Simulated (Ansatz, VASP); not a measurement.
## One calculation of GeCN2, two programs

Contents of INCAR:

```
SYSTEM = GeCN2
PREC     = Accurate       ! precision mode
ENCUT    = 520            ! plane-wave cutoff, eV
EDIFF    = 1E-7           ! SCF threshold, eV
ISMEAR   = -1             ! smearing method
SIGMA    = 0.05           ! smearing width, eV
LREAL    = .False.        ! projectors in reciprocal space
LASPH    = .True.         ! aspherical terms in the spheres
NELM     = 100            ! most SCF steps
ALGO     = Normal         ! electronic algorithm
ISIF     = 2              ! what is computed and relaxed
LWAVE    = .False.        ! write WAVECAR
LCHARG   = .False.        ! write CHGCAR
GGA      = CA             ! functional
NBANDS   = 22             ! bands
```

The input KPOINTS:

```
Automatic mesh
0
Gamma
  9 9 9
  0 0 0
```

The input POSCAR:

```
GeCN2
1.0
    1.7937903697      1.0356453528      4.9219572124
   -1.7937903697      1.0356453528      4.9219572124
    0.0000000000     -2.0712907056      4.9219572124
Ge N C
1 2 1
Direct
    0.0000000000      0.0000000000      0.0000000000
    0.5839044000      0.5839044000      0.5839044000
    0.4160956000      0.4160956000      0.4160956000
    0.5000000000      0.5000000000      0.5000000000
```

File input.yaml:

```yaml
crystal:
  lattice:
    - [1.7937903697, 1.0356453528, 4.9219572124]
    - [-1.7937903697, 1.0356453528, 4.9219572124]
    - [0.0, -2.0712907056, 4.9219572124]
  atoms:
    - { symbol: Ge, position: [0.0, 0.0, 0.0] }
    - { symbol: "N", position: [0.5839044, 0.5839044, 0.5839044] }
    - { symbol: "N", position: [0.4160956, 0.4160956, 0.4160956] }
    - { symbol: C, position: [0.5, 0.5, 0.5] }
kpoints:
  mp_grid: { grid: [9, 9, 9] }
scf:
  occupations: { method: fermi_dirac, width: 0.05 }
hamiltonian:
  xc: lda
  pseudopotentials: { kind: all_electron, lapw: { basis_error: 0.002 } }
output:
  forces: true
  stress: true
  eigenvalues: true
```

Alike in both runs: task single point; functional LDA; k mesh 9 × 9 × 9; occupations fermi-dirac, width 0.05 eV; no spin polarisation.

```csv
,VASP,Ansatz
version,VASP 6.6.1,Ansatz 0.2.0
potentials or method,"VASP PAW LDA potentials, release 64 (Ge_d, N, C)","all-electron LAPW, scalar-relativistic"
plane-wave cutoff (eV),520,see its input
```

|  | VASP | Ansatz | Ansatz less VASP |
| --- | --- | --- | --- |
| gap on the k mesh at the Fermi level (eV) | 0.95 | 0.97 | +0.019 |
| least direct gap on the mesh (eV) | 1.75 | 1.78 | +0.036 |
| pressure (GPa) | -6.4 | -6.6 | -0.27 |
| largest component of the traceless stress (GPa) | 1.48 | 2.25 | +0.775 |
| rms of the force components (eV/Å) | 0.076 | 0.132 | +0.0560 |

Atom by atom the forces differ by 0.056 eV/Å (rms over components). Ansatz ran all-electron here, so the differences hold the error of VASP's frozen core and of both bases.

Caveats: an odd mesh through Γ misses points on the zone boundary, where band edges often lie; the standard files for N, O and F lose accuracy on very short bonds (VASP). LDA gaps usually lie below the measured ones, often by a third to a half.
